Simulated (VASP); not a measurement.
Crystal: GaAs.

```xyz
2
Lattice="0.0000 2.8331 2.8331 2.8331 0.0000 2.8331 2.8331 2.8331 0.0000" Properties=species:S:1:pos:R:3 pbc="T T T"
Ga    0.0000    0.0000    0.0000
As    1.4165    1.4165    1.4165
```

Base run:

| Property | Result |
| --- | --- |
| Program | VASP 6.6.1 |
| Functional | PBE |
| Potentials or basis | VASP PAW PBE potentials, release 64 (Ga_d, As) |
| Cutoff | 520 eV |
| k mesh | 6 × 6 × 6 |
| Occupations | gaussian, width 0.01 eV |
| Spin | no spin polarisation |

Its results: band gap on the k mesh 0.47 eV, direct; pressure 2.9 GPa.

The run is repeated on the same cell with these changes: functional from PBE to HSE06; k mesh from 6 × 6 × 6 to 4 × 4 × 4. What comes out?

Band gap on the k mesh 1.41 eV, direct; pressure 0.8 GPa.

Several settings changed at once, so the effect can't be laid on one alone.

Caveats: some runs use coarse meshes; the PAW data sets were made with another functional, which shifts forces and pressure a little (some runs).

A k mesh can miss the band edges.
